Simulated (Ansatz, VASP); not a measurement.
# Cross-check of GaN between VASP and Ansatz, part 2 of 2

One calculation is typed for both programs; each brings its own data sets. How far apart do they land? The cell is taken from a series of runs on this material, whose earlier steps may have relaxed, scaled, displaced or heated it; both programs get it as it stands.

VASP 6.6.1 and Ansatz 0.2.0.

So far: Starting point; VASP: zone-centre phonons, LDA.

### 3. Ansatz: zone-centre phonons, LDA

Level of this step: Ansatz beside VASP: Kohn-Sham DFT, plane waves, LDA (Ansatz).

Ansatz runs on its PAW soft_1 files.

The same cell, functional (in two slightly different forms), mesh and smearing now go to Ansatz, which takes its cutoff from its data sets.

Input file input.yaml:

```yaml
crystal:
  lattice:
    - [0.0, 2.2276025184, 2.2276025184]
    - [2.2276025184, 0.0, 2.2276025184]
    - [2.2276025184, 2.2276025184, 0.0]
  atoms:
    - { symbol: "N", position: [0.25, 0.25, 0.25] }
    - { symbol: Ga, position: [0.0, 0.0, 0.0] }
total_charge: 0.033162
kpoints:
  mp_grid: { grid: [30, 30, 30] }
hamiltonian:
  xc: lda
  pseudopotentials: { kind: paw, azcp: { folder: soft_1 }, xc_functional: pbe }
scf:
  occupations: { method: fermi_dirac, width: 0.03 }
output:
  eigenvalues: true
phonons:
  method: dfpt
```

Started as:

```console
ansatz run input.yaml --threads 8 --pin off --max-ram 16384MiB --backend cpu --events-out ev --progress --plain --runs-dir out
```

Numbers of over 12 decimals in the logs are rounded to 6 here.

Output:

```text
zone centre: on kpoints.mp_grid the ground state, and the responses unless they are solved on pairs of k-points, stand on 1992 of the mesh's 27000 k-points, reduced under 8 symmetry operations, with k and −k counted as one. Each operation leaves every solved displacement unchanged or reverses it
Engine: ansatz 0.2.0, aarch64-unknown-linux-gnu
Pseudopotentials: kind: paw
Pseudopotential: N, paw, valence charge 5, recommended cutoff 420 eV (normal), soft_1/N.paw.azcp
Pseudopotential: Ga, paw, valence charge 13, recommended cutoff 420 eV (normal), soft_1/Ga.paw.azcp
Functional definition: SPW92
  exchange = slater_x
  correlation = pw_c
Crystal: 2 atoms, lattice volume = 22.108 Å³
Basis set: ecut = 420 eV, 411 PW (Γ), exchange–correlation on 48×48×48 points (8 copies of the dense FFT grid, shifted against one another)
Bands: 13, of which v1, the nominal top of the filled ones, is band 9 counted from 1 (8 counted from 0)
Symmetry: 24 space group operations
k-points: 1992 of 27000 (irreducible under 8 space group operations, time reversal used)
Non-local potential: N, projectors of the file, l = 0: 2, l = 1: 2, l = 2: 1
Non-local potential: Ga, projectors of the file, l = 0: 2, l = 1: 2, l = 2: 3, l = 3: 1
PAW form: soft (Blöchl's): semilocal exchange-correlation on the pseudo side does not see the compensation charge
PAW frozen core: N, regenerated for the run's functional, and the local potential with it (the file was generated under x = pbe(κ = 0.804, μ = 0.219515), c = pbe(β = 0.066725))
PAW frozen core: Ga, regenerated for the run's functional, and the local potential with it (the file was generated under x = pbe(κ = 0.804, μ = 0.219515), c = pbe(β = 0.066725))
PAW one-centre angular grid: N, 110 points (default); XC on 64 Gauss nodes
PAW one-centre angular grid: Ga, 590 points (default); XC on 64 Gauss nodes
Initial density: superposition of atomic densities (chi_scale 0.1, normalization cell, long waves kept (reshape's long-wave potential 0.00 eV rms))
Initial wavefunctions: pseudopotential atomic-orbital guess
Functional: x = slater, c = lda
SCF iter   1: F=—  HF=-4083.088441 eV  |F-HF|=—  |Δ(HF+E_count)|=         —  Δρ=1.10e-1  dr2=2.23e0  ethr=3.10e-3  ⟨swp⟩=4.7  Hψ=132554  notcnv=0
preconditioner: auto → none  [metal: Δε(μ)=0.001 eV  Ē_g=19.467 eV  σ=0.030 eV  W_gap=0.00  n_scr=8 (ndim 8)  ℏωp=33.5 eV  f_vac=0.000  D(μ)=0.34/eV (n_scr^D=0)  sad-step TF]
SCF iter   2: F=—  HF=-4082.723965 eV  |F-HF|=—  |Δ(HF+E_count)|=   3.64e-1  Δρ=6.70e-2  dr2=9.80e-1  ethr=3.10e-3  ⟨swp⟩=2.0  Hψ=49800  notcnv=0
SCF iter   3: F=—  HF=-4082.441017 eV  |F-HF|=—  |Δ(HF+E_count)|=   2.83e-1  Δρ=1.38e-2  dr2=2.48e-2  ethr=3.10e-3  ⟨swp⟩=3.0  Hψ=51484  notcnv=0
SCF iter   4: F=—  HF=-4082.408984 eV  |F-HF|=—  |Δ(HF+E_count)|=   3.20e-2  Δρ=5.45e-3  dr2=2.85e-3  ethr=1.38e-4  ⟨swp⟩=2.3  Hψ=67251  notcnv=0
SCF iter   5: F=—  HF=-4082.409533 eV  |F-HF|=—  |Δ(HF+E_count)|=   5.48e-4  Δρ=8.90e-4  dr2=7.42e-5  ethr=1.58e-5  ⟨swp⟩=2.0  Hψ=49773  notcnv=0
SCF iter   6: F=—  HF=-4082.409548 eV  |F-HF|=—  |Δ(HF+E_count)|=   1.52e-5  Δρ=5.04e-5  dr2=3.84e-7  ethr=4.13e-7  ⟨swp⟩=2.4  Hψ=41828  notcnv=0
SCF iter   7: F=—  HF=-4082.409547 eV  |F-HF|=—  |Δ(HF+E_count)|=   3.25e-7  Δρ=4.48e-6  dr2=1.92e-9  ethr=2.14e-9  ⟨swp⟩=1.9  Hψ=31318  notcnv=0
SCF iter   8: F=—  HF=-4082.409547 eV  |F-HF|=—  |Δ(HF+E_count)|=  7.87e-11  Δρ=3.01e-7  dr2=1.02e-11  ethr=1.07e-11  ⟨swp⟩=2.1  Hψ=42251  notcnv=0
SCF iter   9: F=-4082.409547 eV  HF=-4082.409547 eV  |F-HF|=9.09e-13  |Δ(HF+E_count)|=  1.82e-12  Δρ=2.19e-8  dr2=9.79e-14  ethr=1.00e-12  ⟨swp⟩=4.6  Hψ=90743  notcnv=0
the search or the solves at the SCF's close seem to have found levels that the self-consistency loop had missed (the run counts 4). By its estimate they hold under 1e-12 electrons; where the run keeps them, the occupations were computed again with them
SCF 1 converged in 9 iterations: F = -4082.409547 eV  dr2 = 9.79e-14
  greatest PAW one-centre occupation: 0.996 electrons in one spin orbital (limit 2), on the Ga atom at site 1 (counted from 0), in its partial waves of l = 2
DFPT response loops at Γ: preconditioner auto → Kerker (q_TF=auto, 2.636 Å⁻¹) (partly filled bands, converged f_vac=0.000); β = 1.00, the filter's whole step (`scf.mixing.beta` (0.50) is not read by the response loops under this deck's `scf.mixing.preconditioner`; to damp them name `kerker` or `kerker_dos`, under which they read `scf.mixing.beta`, and type it under 1.00, their step now; both keys bind the ground state too); Broyden in place of MSR1
SCF converged after 9 iterations
Free energy (F): -4082.409547 eV
Harris-Foulkes:  -4082.409547 eV  (|F-HF|=9.09e-13)
Internal energy: -4082.408673 eV  (E = F + TS)
E sigma→0 (E₀):  -4082.409110 eV
Entropy (-TS):   -0.000875 eV (-0.437 meV/atom)
Fermi energy:    9.610046 eV
--- Per-component energies (eV) ---
  E_band       = -5.302852
  E_kinetic    = 241.149620
  E_local      = -1389.998781  (includes V_loc(G=0)·N_el)
  E_nonlocal   = -51.842859
  E_hartree    = 883.017666
  E_xc         = -121.461326
  E_vxc        = -130.940622  (∫ρ·V_xc dr)
  E_paw        = -2039.191695  (= ΣΔE_a)
  E_vpaw       = -439.706177  (= ΣTr[D̂ρ^β])
  E_aug_tail   = 0.000637  (compensation charges beyond the density's cutoff)
  E_ewald      = -1605.890460
  E_core_change = 1.808525  (= ΣΔE_core)
  E_smearing   = -0.000875  (= −TS)
  E_closure    = -0.000000  (closes the sum)
  E_deformation_potential = 0.617329  (in the stress; not in F)
  Σ components = -4082.409547   (vs F -4082.409547, Δ=0.00e0)
--- Band table (eV; the first three rows and the last of 1992) ---
  k-point 0: bands = [... 5 lower, -3.4685, 9.7686, 9.7686, 9.7686, 11.7622, 20.1608, 20.1608, 20.1608]
  k-point 1: bands = [... 5 lower, -3.4687, 9.6091, 9.7555, 9.7555, 11.8919, 20.0938, 20.1819, 20.1819]
  k-point 2: bands = [... 5 lower, -3.4693, 9.2146, 9.7170, 9.7170, 12.1981, 19.9109, 20.2418, 20.2418]
  k-point 1991: bands = [... 5 lower, -1.2938, 3.8752, 5.9110, 5.9414, 15.9491, 18.3357, 20.2968, 20.8774]
--- Phonons (Γ-DFPT): 2 representative perturbations + reference, on 1992 of 27000 k-points (Σ response iterations 6) ---
  k mesh reduced under 8 symmetry operations, with k and −k counted as one. Each operation leaves every solved displacement unchanged or reverses it
  ASR residual: 1.352e-5 → 0.000e0 eV/Å²; symmetrization residual: 1.335e-6 eV/Å²
  ASR residual per site (eV/Å²): 1.21e-5 1.35e-5
  Γ frequencies (cm⁻¹): 0.00 0.00 0.00 539.69 539.69 539.69
  non-analytic LO–TO correction: not included (Born effective charges unavailable; polar crystals: no LO–TO splitting at Γ)
```

Reading the cycles: dr2 is the Hartree energy of the density residual (eV), the measure of convergence; HF is the Harris–Foulkes estimate of the energy, which meets the free energy F at convergence.

### 4. Comparison

Known differences besides the potentials themselves: the cutoff is 420 eV in Ansatz and 600 eV in VASP; VASP's log shows a relativistic correction to its local exchange, Ansatz's none. Total energies have different zeros and are not compared.

The two programs side by side:

| quantity | Ansatz | VASP | difference |
| --- | --- | --- | --- |
| optical mode 1 to 3 (cm⁻¹) | 539.7 | 544.5 | -0.88 % |

Modes are paired by rising frequency, not by their patterns, so a pair may set unlike modes beside each other; they are those without the splitting of longitudinal modes. The cell carries a charge of +0.033162 e against a uniform background, so its pressure also hangs on how the neutralising background is counted, and in a defect's cell a gap may be the spacing between its levels.

### 5. What came out

* r.m.s. difference of the optical zone-centre modes, each program's sorted by frequency (zone-centre phonons, LDA): 4.8 cm⁻¹
* difference in optical mode 1 to 3 (zone-centre phonons, LDA): -0.9 %

**Reading.** The r.m.s. difference of the optical zone-centre modes, each program's sorted by frequency is 4.8 cm⁻¹ (zone-centre phonons, LDA). Among the rows given in per cent, the largest difference of the zone-centre phonons, LDA pair is in optical mode 1 to 3, -0.9 %. How closely two codes agree says nothing of how well the functional describes the real material.

[Lines on the potential files, build, host, timing and source positions are cut from VASP's logs without a mark.]

[Logs are printed without paths, hosts, clocks, repeated set-up lines and the standing remarks that a program may print on its own settings, such as how far it seeks lower states.]

[Hosts, paths, dates, database ids (printed as entryN), source tags and the programs' standing remarks are cut or masked in the printed files.]
